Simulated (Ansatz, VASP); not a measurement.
# Cross-check of C ((8,8) graphene nanotube bundle) between VASP and Ansatz

Wanted: the spread between two codes on one cell, functional and k mesh. Of the first pair: The structure shown is the start of the Ansatz relaxation below; VASP solves that cell, so the two are compared at the walk's first step.

Main program and level: Ansatz 0.2.0; plane waves, with VASP 6.6.1 beside it; PBE with D3(BJ).

## (1) Set-up

The cell holds 192 atoms: 192 C. Cell: a = 14.150 Å, b = 14.150 Å, c = 14.760 Å, α = 90.0°, β = 90.0°, γ = 120.0°. It derives from C (graphene). As first built, before any earlier steps moved the atoms or strained the cell (in the runner's words): graphene sheet (a = 2.46 A) rolled into an (8,8) tube of diameter 10.85 A, 6 periods, hexagonal bundle with 3.3 A between walls; every coordinate displaced by a Gaussian of 0.05 A. The structure's axis is c.

## (2) Ansatz: relaxation, PBE with D3(BJ)

Ansatz runs on its default PAW (the set named soft_2) files.

The two programs are compared at the cell with which this relaxation starts, whose forces are those of its first step.

The input, input.yaml:

```yaml
crystal:
  lattice:
    - [14.15015, 0.0, 0.0]
    - [-7.07508, 12.25439, 0.0]
    - [0.0, 0.0, 14.76]
  atoms:
    - { symbol: C, position: [0.41172, 0.06019, 0.08426] }
    - { symbol: C, position: [0.4243, 0.1074, 0.99338] }
    - { symbol: C, position: [0.4503, 0.21972, 0.99839] }
    - { symbol: C, position: [0.43639, 0.26824, 0.07938] }
    - { symbol: C, position: [0.40716, 0.35638, 0.0873] }
    - { symbol: C, position: [0.38262, 0.38454, 0.0019] }
    - { symbol: C, position: [0.31311, 0.4262, 0.00538] }
    - { symbol: C, position: [0.27578, 0.44027, 0.08365] }
    - { symbol: C, position: [0.16488, 0.43807, 0.08817] }
    - { symbol: C, position: [0.11041, 0.42159, 0.16685] }
    - { symbol: C, position: [0.99571, 0.37598, 0.99819] }
    - { symbol: C, position: [0.93787, 0.3487, 0.08548] }
    - { symbol: C, position: [0.82697, 0.27093, 0.08544] }
    - { symbol: C, position: [0.78071, 0.22536, 0.16194] }
    - { symbol: C, position: [0.69472, 0.11884, 0.99756] }
    - { symbol: C, position: [0.647, 0.05858, 0.08366] }
    - { symbol: C, position: [0.58903, 0.93713, 0.08326] }
    - { symbol: C, position: [0.57937, 0.88915, 0.00457] }
    - { symbol: C, position: [0.56578, 0.7803, 0.00405] }
    - { symbol: C, position: [0.56375, 0.73132, 0.08467] }
    - { symbol: C, position: [0.59339, 0.64968, 0.07937] }
    - { symbol: C, position: [0.61664, 0.62049, 0.99731] }
    - { symbol: C, position: [0.69279, 0.58006, 0.17315] }
    - { symbol: C, position: [0.73024, 0.55507, 0.08154] }
    - { symbol: C, position: [0.83472, 0.56346, 0.08477] }
    - { symbol: C, position: [0.89117, 0.57626, 0.00038] }
    - { symbol: C, position: [0.00294, 0.61678, 0.16691] }
    - { symbol: C, position: [0.06196, 0.65593, 0.08348] }
    - { symbol: C, position: [0.17375, 0.73585, 0.0828] }
    - { symbol: C, position: [0.22137, 0.78528, 0.00316] }
[... 156 atom lines left out ...]
    - { symbol: C, position: [0.00347, 0.62288, 0.00229] }
    - { symbol: C, position: [0.06451, 0.65929, 0.91799] }
    - { symbol: C, position: [0.16574, 0.73183, 0.91592] }
    - { symbol: C, position: [0.2156, 0.77649, 0.83251] }
    - { symbol: C, position: [0.32169, 0.88542, 0.99937] }
    - { symbol: C, position: [0.35512, 0.94186, 0.91864] }
kpoints:
  mp_grid: { grid: [1, 1, 1] }
hamiltonian:
  xc: pbe
  dispersion: d3bj
scf:
  occupations: { method: fermi_dirac, width: 0.025 }
output:
  forces: true
relax:
  f_tol: 0.05
  max_steps: 80
```

Launch:

```console
$ ansatz run input.yaml --threads 4 --pin off --max-ram 8192MiB --backend cpu --events-out ev --progress --plain --runs-dir out
```

Numbers of over 12 decimals in the logs are rounded to 6 here.

The log of the run:

```text
Engine: ansatz 0.2.0, aarch64-unknown-linux-gnu
Pseudopotentials: kind: paw
Pseudopotential: C, paw, valence charge 4, recommended cutoff 420 eV (normal), C.paw.azcp
Functional definition: PBE
  parameter kappa = 0.804
  parameter beta = 0.066725
  exchange = pbe_x(kappa = kappa, mu = beta*pi^2/3)
  correlation = pbe_c(beta = beta)
Crystal: 192 atoms, lattice volume = 2559.406 Å³
Basis set: ecut = 420 eV, 49963 PW (Γ), exchange–correlation on 192×192×200 points (8 copies of the dense FFT grid, shifted against one another)
Bands: 576, of which v1, the nominal top of the filled ones, is band 384 counted from 1 (383 counted from 0)
Symmetry: 1 space group operations
Space group: P1 (ITA 1), of the structure as read, at distance tolerance 1.4e-4 Å
k-points: 1
Non-local potential: C, projectors of the file, l = 0: 2, l = 1: 2, l = 2: 1
PAW form: soft (Blöchl's): semilocal exchange-correlation on the pseudo side does not see the compensation charge
PAW one-centre angular grid: C, 110 points (default); XC on 64 Gauss nodes
Initial density: superposition of atomic densities (neutral atoms: chi_scale 0, normalization atom), corrected by the library's trained network
Initial wavefunctions: pseudopotential atomic-orbital guess
Functional: x = pbe(κ = 0.804, μ = 0.219515), c = pbe(β = 0.066725)
SCF iter   1: F=—  HF=-48152.161509 eV  |F-HF|=—  |Δ(HF+E_count)|=         —  Δρ=4.61e-3  dr2=9.89e-1  ethr=1.77e-3  ⟨swp⟩=7.0  Hψ=2876  notcnv=0  defer=159
preconditioner: auto → Resta (q_TF=auto, 2.232 Å⁻¹)  ε∞=2.8  [insulator: Δε(μ)=0.275 eV  Ē_g=15.030 eV  σ=0.025 eV  W_gap=0.99  n_scr=466 (ndim 8)  ℏωp=20.3 eV  f_vac=0.336  D(μ)=0.66/eV (n_scr^D=0)  ε∞_Penn≈2.8  vacuum switching on, ρ_ref=1.6e-2 e/Å³]
SCF iter   2: F=—  HF=-48152.030738 eV  |F-HF|=—  |Δ(HF+E_count)|=   1.31e-1  Δρ=2.00e-3  dr2=1.07e-1  ethr=1.29e-4  ⟨swp⟩=3.0  Hψ=959  notcnv=0  defer=182
SCF iter   3: F=—  HF=-48152.055564 eV  |F-HF|=—  |Δ(HF+E_count)|=   2.48e-2  Δρ=8.84e-4  dr2=5.04e-2  ethr=1.39e-5  ⟨swp⟩=2.0  Hψ=693  notcnv=0  defer=182
SCF iter   4: F=—  HF=-48152.061292 eV  |F-HF|=—  |Δ(HF+E_count)|=   5.73e-3  Δρ=4.89e-4  dr2=1.91e-2  ethr=6.56e-6  ⟨swp⟩=2.0  Hψ=870  notcnv=0  defer=182
SCF iter   5: F=—  HF=-48152.063291 eV  |F-HF|=—  |Δ(HF+E_count)|=   2.00e-3  Δρ=2.01e-4  dr2=1.26e-3  ethr=2.49e-6  ⟨swp⟩=2.0  Hψ=464  notcnv=0  defer=182
SCF iter   6: F=—  HF=-48152.064634 eV  |F-HF|=—  |Δ(HF+E_count)|=   1.34e-3  Δρ=7.49e-5  dr2=3.05e-4  ethr=1.64e-7  ⟨swp⟩=2.0  Hψ=623  notcnv=0  defer=182
SCF iter   7: F=—  HF=-48152.064637 eV  |F-HF|=—  |Δ(HF+E_count)|=   3.23e-6  Δρ=3.62e-5  dr2=7.11e-5  ethr=3.98e-8  ⟨swp⟩=2.0  Hψ=625  notcnv=0  defer=182
SCF iter   8: F=-48152.064665 eV  HF=-48152.064666 eV  |F-HF|=1.35e-6  |Δ(HF+E_count)|=   2.93e-5  Δρ=1.81e-5  dr2=1.97e-5  ethr=8.14e-9  ⟨swp⟩=3.0  Hψ=1317  notcnv=0
SCF 1 converged in 8 iterations: F = -48152.064665 eV  dr2 = 1.97e-5
  greatest PAW one-centre occupation: 0.722 electrons in one spin orbital (limit 2), on the C atom at site 112 (counted from 0), in its partial waves of l = 0
relax step   1: F+E_penalty+E_count = -48152.06466509 eV  Δ(F+E_penalty+E_count) = +0.000e0 eV  max|allowed force component| = 1.433e1 eV/Å  Δτ_max = 0.0000 Å  (8 SCF iters, dr2 threshold 6.25e-5 eV, accepted)
Initial density: handed on by an earlier stage of this run
Initial wavefunctions: those handed on with the density
iter 1 solved again at ethr=1.74e-3 eV; its pass at ethr=3.10e-3 eV (dr2=1.34e1 eV) is discarded
SCF iter   1: F=—  HF=-48185.339115 eV  |F-HF|=—  |Δ(HF+E_count)|=         —  Δρ=2.58e-2  dr2=1.34e1  ethr=1.74e-3  ⟨swp⟩=1.0  Hψ=2706  notcnv=0  defer=138
preconditioner: auto → Resta (q_TF=auto, 2.232 Å⁻¹)  ε∞=2.9  [insulator: Δε(μ)=0.257 eV  Ē_g=14.767 eV  σ=0.025 eV  W_gap=0.99  n_scr=466 (ndim 8)  ℏωp=20.3 eV  f_vac=0.333  D(μ)=1.09/eV (n_scr^D=0)  ε∞_Penn≈2.9  vacuum switching on, ρ_ref=1.6e-2 e/Å³]
SCF iter   2: F=—  HF=-48181.704135 eV  |F-HF|=—  |Δ(HF+E_count)|=    3.63e0  Δρ=1.07e-2  dr2=1.39e0  ethr=1.74e-3  ⟨swp⟩=2.0  Hψ=692  notcnv=0  defer=138
SCF iter   3: F=—  HF=-48181.370975 eV  |F-HF|=—  |Δ(HF+E_count)|=   3.33e-1  Δρ=3.14e-3  dr2=1.91e-1  ethr=1.81e-4  ⟨swp⟩=2.0  Hψ=698  notcnv=0  defer=182
SCF iter   4: F=—  HF=-48181.356548 eV  |F-HF|=—  |Δ(HF+E_count)|=   1.44e-2  Δρ=9.71e-4  dr2=1.03e-1  ethr=2.48e-5  ⟨swp⟩=5.0  Hψ=790  notcnv=0  defer=182
SCF iter   5: F=—  HF=-48181.344608 eV  |F-HF|=—  |Δ(HF+E_count)|=   1.19e-2  Δρ=3.95e-4  dr2=1.54e-2  ethr=1.34e-5  ⟨swp⟩=2.0  Hψ=664  notcnv=0  defer=182
SCF iter   6: F=—  HF=-48181.343810 eV  |F-HF|=—  |Δ(HF+E_count)|=   7.98e-4  Δρ=1.49e-4  dr2=1.25e-3  ethr=2.00e-6  ⟨swp⟩=2.0  Hψ=504  notcnv=0  defer=182
SCF iter   7: F=—  HF=-48181.343805 eV  |F-HF|=—  |Δ(HF+E_count)|=   4.69e-6  Δρ=7.76e-5  dr2=3.63e-4  ethr=1.63e-7  ⟨swp⟩=2.0  Hψ=625  notcnv=0  defer=182
[...]
- { symbol: C, position: [0.589791, 0.647675, 0.417036] }
    - { symbol: C, position: [0.615625, 0.615069, 0.333708] }
    - { symbol: C, position: [0.685162, 0.569475, 0.500386] }
    - { symbol: C, position: [0.728912, 0.557515, 0.417061] }
    - { symbol: C, position: [0.829436, 0.557631, 0.417033] }
    - { symbol: C, position: [0.885175, 0.569643, 0.333726] }
    - { symbol: C, position: [0.000349201, 0.615560, 0.500401] }
    - { symbol: C, position: [0.058783, 0.648144, 0.417055] }
    - { symbol: C, position: [0.170971, 0.729595, 0.417054] }
    - { symbol: C, position: [0.223605, 0.778278, 0.333738] }
    - { symbol: C, position: [0.315434, 0.885400, 0.500401] }
    - { symbol: C, position: [0.353775, 0.943015, 0.417076] }
    - { symbol: C, position: [0.411624, 0.058787, 0.583719] }
    - { symbol: C, position: [0.430790, 0.116374, 0.500403] }
    - { symbol: C, position: [0.446115, 0.223511, 0.500370] }
    - { symbol: C, position: [0.441999, 0.272078, 0.583726] }
    - { symbol: C, position: [0.411113, 0.353345, 0.583743] }
    - { symbol: C, position: [0.385345, 0.386058, 0.500417] }
    - { symbol: C, position: [0.315885, 0.431716, 0.500362] }
    - { symbol: C, position: [0.272074, 0.443605, 0.583714] }
    - { symbol: C, position: [0.171633, 0.443566, 0.583715] }
    - { symbol: C, position: [0.115921, 0.431550, 0.667090] }
    - { symbol: C, position: [1.000773, 0.385792, 0.500311] }
    - { symbol: C, position: [0.942345, 0.353087, 0.583677] }
[...]
- { symbol: C, position: [0.829290, 0.557438, 0.917047] }
    - { symbol: C, position: [0.885125, 0.569609, 0.833721] }
    - { symbol: C, position: [0.000258302, 0.615499, 0.000412424] }
    - { symbol: C, position: [0.058716, 0.648216, 0.917083] }
    - { symbol: C, position: [0.170810, 0.729701, 0.917072] }
    - { symbol: C, position: [0.223547, 0.778300, 0.833753] }
    - { symbol: C, position: [0.315373, 0.885480, 1.000401] }
    - { symbol: C, position: [0.353797, 0.943027, 0.917063] }
```

## (3) VASP: single point, PBE with D3(BJ), start cell, pair 1

The same cell, functional, mesh and smearing now go to VASP, with its own data sets.

Lines of VASP's logs that name or quote its potential files are left out, and so is its time.

The input, INCAR:

```
SYSTEM = C
PREC = Accurate
ENCUT = 520
EDIFF = 1E-06
NELM = 120
ISMEAR = -1
SIGMA = 0.025
LREAL = Auto
ALGO = Normal
GGA = PE
IVDW = 12
NBANDS = 518
LORBIT = 11
LWAVE = .FALSE.
LCHARG = .FALSE.
ISIF = 2
LASPH = .TRUE.
GGA_COMPAT = .FALSE.
EFERMI = MIDGAP
```

The input, POSCAR:

```
C
1.0
   14.1501500000      0.0000000000      0.0000000000
   -7.0750800000     12.2543900000      0.0000000000
    0.0000000000      0.0000000000     14.7600000000
C
192
Direct
    0.4117238218      0.0601906745      0.0842615176
    0.4242959394      0.1073982467      0.9933807588
    0.4503002879      0.2197171789      0.9983875339
    0.4363917918      0.2682385659      0.0793766938
    0.4071621677      0.3563784081      0.0872967480
    0.3826213472      0.3845397445      0.0018970190
    0.3131123671      0.4261982849      0.0053794038
    0.2757795651      0.4402667126      0.0836517615
    0.1648810423      0.4380715809      0.0881707317
    0.1104063667      0.4215876922      0.1668495935
    0.9957127926      0.3759795469      0.9981910569
    0.9378682948      0.3486995273      0.0854810298
    0.8269708720      0.2709314784      0.0854403794
    0.7807063210      0.2253559745      0.1619376694
    0.6947202502      0.1188390446      0.9975609756
    0.6470023307      0.0585830874      0.0836585366
    0.5890322601      0.9371335497      0.0832588076
    0.5793728444      0.8891507452      0.0045731707
    0.5657809017      0.7802999578      0.0040514905
    0.5637508272      0.7313215917      0.0846680217
    0.5933873100      0.6496773809      0.0793699187
    0.6166366517      0.6204878415      0.9973102981
    0.6927899426      0.5800615126      0.1731504065
    0.7302353052      0.5550663885      0.0815379404
    0.8347224931      0.5634633792      0.0847696477
    0.8911691443      0.5762587938      0.0003794038
    0.0029391489      0.6167830467      0.1669105691
    0.0619600855      0.6559282021      0.0834823848
    0.1737509304      0.7358505809      0.0827981030
    0.2213688911      0.7852777658      0.0031571816
[... 156 atom lines left out ...]
    0.0034711640      0.6228788214      0.0022899729
    0.0645103656      0.6592902625      0.9179878049
    0.1657394686      0.7318275328      0.9159214092
    0.2155964672      0.7764890786      0.8325067751
    0.3216875955      0.8854214694      0.9993699187
    0.3551215667      0.9418583871      0.9186382114
```

The input, KPOINTS:

```
Automatic mesh
0
Gamma
1 1 1
0 0 0
```

The projector-augmented-wave data sets are C (PBE family, release 64).

Launch:

```console
$ export OMP_NUM_THREADS=3
$ mpirun -np 1 vasp_gam
```

The log of the run:

```text
[banner, memory and clock lines left out]
running    1 mpi-ranks, on    1 nodes
[...]
Offloading initialized ...    1 GPUs detected
[...]
LDA part: xc-table for (Slater+PW92), standard interpolation
 POSCAR, INCAR and KPOINTS ok, starting setup
[...]
entering main loop
       N       E                     dE             d eps       ncg     rms          rms(c)
DAV:   1     0.754983151727E+04    0.75498E+04   -0.40661E+05  1036   0.140E+03
DAV:   2    -0.847820066760E+03   -0.83977E+04   -0.79440E+04  1568   0.342E+02
DAV:   3    -0.181770144288E+04   -0.96988E+03   -0.95611E+03  1232   0.123E+02
DAV:   4    -0.185133264313E+04   -0.33631E+02   -0.33478E+02  1304   0.254E+01
[...]
DAV:  20    -0.172047996280E+04   -0.20473E-05   -0.21728E-07   824   0.752E-04    0.522E-04
DAV:  21    -0.172047996404E+04   -0.12436E-05   -0.78867E-08   752   0.478E-04    0.173E-04
DAV:  22    -0.172047996449E+04   -0.44885E-06   -0.38456E-08   800   0.251E-04
   1 F= -.17423365E+04 E0= -.17423351E+04  d E =-.271259E-02
```

OUTCAR, selected parts (step 3):

```text
  FREE ENERGIE OF THE ION-ELECTRON SYSTEM (eV)
  ---------------------------------------------------
  free  energy   TOTEN  =     -1742.3364606994 eV

  energy  without entropy=    -1742.3337481121  energy(sigma->0) =    -1742.33510441
```

The run ends at a pressure of 6.50 GPa, with forces up to 20 eV/Å.

## (4) Comparison

Known differences besides the potentials themselves: the cutoff is 420 eV in Ansatz and 520 eV in VASP (PREC = Accurate, projectors in real space). Total energies have different zeros and are not compared.

Forces on 7 of the 192 atoms, those with the largest forces and the largest differences (eV/Å; atoms numbered as in POSCAR):

```
atom            Ansatz x, y, z              VASP x, y, z
  C2     -0.628, 7.294, 10.001     -0.622, 7.296, 10.033
 C45  -10.751, -10.390, -0.560  -10.800, -10.436, -0.542
 C49     -0.821, 6.931, 11.110     -0.828, 6.920, 11.127
 C50     1.417, -8.661, -8.655     1.412, -8.645, -8.673
C161     1.830, -6.578, -9.344     1.832, -6.581, -9.399
C164   13.737, -14.331, -1.537   13.832, -14.397, -1.545
C165    -12.795, 11.119, 0.965    -12.879, 11.186, 0.956
```

The forces differ by 14 meV/Å r.m.s., which is 0.4 % of the r.m.s. force of 3.366 eV/Å (both taken over all components). Where the cell holds vacuum, a pressure given here is an average over it and none of the material.

## (5) Ansatz: relaxation, PBE with D3(BJ)

This run makes the geometry at which the two programs are then compared.

The structure compared here is the end of the Ansatz relaxation.

This is the run of step 2 again, met here at its other cell.

## (6) VASP: single point, PBE with D3(BJ), relaxed atoms in a fixed cell, pair 2

The same cell, functional, mesh and smearing now go to VASP, with its own data sets.

INCAR is that of step 3.

The input, POSCAR:

```
C
1.0
   14.1501500000      0.0000000000      0.0000000000
   -7.0750800000     12.2543900000      0.0000000000
    0.0000000000      0.0000000000     14.7600000000
C
192
Direct
    0.4117000000      0.0588100000      0.0837400000
    0.4309400000      0.1163600000      0.0004000000
    0.4463100000      0.2235300000      0.0003700000
    0.4421100000      0.2721100000      0.0836900000
    0.4111600000      0.3533700000      0.0837100000
    0.3853000000      0.3859500000      0.0003800000
    0.3158200000      0.4315700000      0.0003500000
    0.2720900000      0.4435800000      0.0836700000
    0.1716300000      0.4436200000      0.0837000000
    0.1158600000      0.4315300000      0.1670300000
    0.0007700000      0.3858700000      0.0003400000
    0.9423000000      0.3531800000      0.0836800000
    0.8301800000      0.2716000000      0.0837200000
    0.7775700000      0.2229100000      0.1670500000
    0.6858400000      0.1157700000      0.0003500000
    0.6474200000      0.0581800000      0.0837000000
    0.5894900000      0.9423800000      0.0836700000
    0.5703300000      0.8848100000      0.0003500000
    0.5549400000      0.7776500000      0.0003500000
    0.5589300000      0.7289900000      0.0836800000
    0.5897500000      0.6476300000      0.0836800000
    0.6156600000      0.6150700000      0.0003700000
    0.6851700000      0.5695200000      0.1670800000
    0.7288800000      0.5574800000      0.0837400000
    0.8294000000      0.5575700000      0.0837200000
    0.8851400000      0.5696400000      0.0003900000
    0.0003100000      0.6155200000      0.1670700000
    0.0587400000      0.6481900000      0.0837300000
    0.1708900000      0.7296900000      0.0837300000
    0.2235200000      0.7783600000      0.0004100000
[... 156 atom lines left out ...]
    0.0002600000      0.6155000000      0.0004100000
    0.0587200000      0.6482200000      0.9170800000
    0.1708100000      0.7297000000      0.9170700000
    0.2235500000      0.7783000000      0.8337500000
    0.3153700000      0.8854800000      0.0004000000
    0.3538000000      0.9430300000      0.9170600000
```

KPOINTS is that of step 3.

The log of the run:

```text
[... set-up lines as in an earlier step ...]
 entering main loop
       N       E                     dE             d eps       ncg     rms          rms(c)
DAV:   1     0.748421611907E+04    0.74842E+04   -0.40579E+05  1036   0.140E+03
DAV:   2    -0.881949701778E+03   -0.83662E+04   -0.79108E+04  1576   0.340E+02
DAV:   3    -0.184205167661E+04   -0.96010E+03   -0.94668E+03  1256   0.121E+02
DAV:   4    -0.187518994724E+04   -0.33138E+02   -0.33018E+02  1288   0.240E+01
[...]
DAV:  18    -0.175654726443E+04   -0.19704E-04   -0.68652E-07   784   0.104E-03    0.104E-03
DAV:  19    -0.175654726619E+04   -0.17603E-05   -0.94982E-08   752   0.414E-04    0.211E-04
DAV:  20    -0.175654726706E+04   -0.86591E-06   -0.44025E-08   712   0.255E-04
   1 F= -.17789103E+04 E0= -.17789091E+04  d E =-.224505E-02
```

Parts of OUTCAR (step 6):

```text
  FREE ENERGIE OF THE ION-ELECTRON SYSTEM (eV)
  ---------------------------------------------------
  free  energy   TOTEN  =     -1778.9102553250 eV

  energy  without entropy=    -1778.9080102702  energy(sigma->0) =    -1778.90913280
```

The run ends at a pressure of 0.98 GPa, with forces up to 0.036 eV/Å.

## (7) Side by side

Both answers:

```
              quantity  Ansatz   VASP  difference
gap on the k mesh (eV)   0.325  0.325       0.000
```

The largest component of a force difference here is 16 meV/Å. A gap on the mesh is an upper bound, since the band edges may lie between its points. Where the cell holds vacuum, a pressure given here is an average over it and none of the material.

## (8) Summary of results

```json
{
  "r.m.s. force difference (single point, PBE with D3(BJ), start cell, pair 1)": "0.41 % of the r.m.s. force",
  "difference in gap on the k mesh (single point, PBE with D3(BJ), relaxed atoms in a fixed cell, pair 2)": "-3.0e-5 eV",
  "r.m.s. force difference (single point, PBE with D3(BJ), relaxed atoms in a fixed cell, pair 2)": "6.1 meV/Å"
}
```

**Reading.** The r.m.s. force difference is 6.1 meV/Å (single point, PBE with D3(BJ), relaxed atoms in a fixed cell, pair 2), within the 12 meV/Å picked in this series as the mark of a large difference. Such differences can come from data sets, numerical settings and the points named under the comparisons, not from the functional's error against experiment.

[Lines on the potential files, build, host, timing and source positions are cut from VASP's logs without a mark.]

[Logs are printed without paths, hosts, clocks, repeated set-up lines and the standing remarks that a program may print on its own settings, such as how far it seeks lower states.]

[Hosts, paths, dates, database ids (printed as entryN), source tags and the programs' standing remarks are cut or masked in the printed files.]
